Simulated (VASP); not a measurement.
Computed with PBE GGA, VASP's PBE PAW potentials (set 64) (plane waves; VASP).

VASP input:

**POSCAR**
```
Ce
1.0
  0.0000000000   2.3595770000   2.3595770000
  2.3595770000   0.0000000000   2.3595770000
  2.3595770000   2.3595770000   0.0000000000
Ce
1
Cart
  0.0000000000   0.0000000000   0.0000000000
```

**INCAR**
```
SYSTEM = Ce
PREC = Accurate
ENCUT = 300
EDIFF = 1E-6
NELM = 100
ALGO = Normal
LREAL = .FALSE.
LASPH = .TRUE.
ISMEAR = -1
SIGMA = 0.05
GGA = PE
LMAXMIX = 6
LWAVE = .FALSE.
LCHARG = .FALSE.
ISIF = 2
```

### KPOINTS
```
Regular mesh
0
gamma
12 12 12
0 0 0
```

POTCAR, in this order: Ce (PBE.64 set). Program: vasp_std.

Task: What will the output report for the number of irreducible k-points (NKPTS), largest plane-wave count, number of space-group operations, FFT grid (NGX, NGY, NGZ)?

Result: 
The number of irreducible k-points (NKPTS) is 72 and the largest plane-wave count comes out as 331. The number of space-group operations is 48. The FFT grid (NGX, NGY, NGZ) is 20 × 20 × 20.

The structure comes from a computed database's Ce entry; how it stands against other phases isn't given here. The cell was not relaxed at this level. The run is not spin-polarised, so no magnetic state was tried.
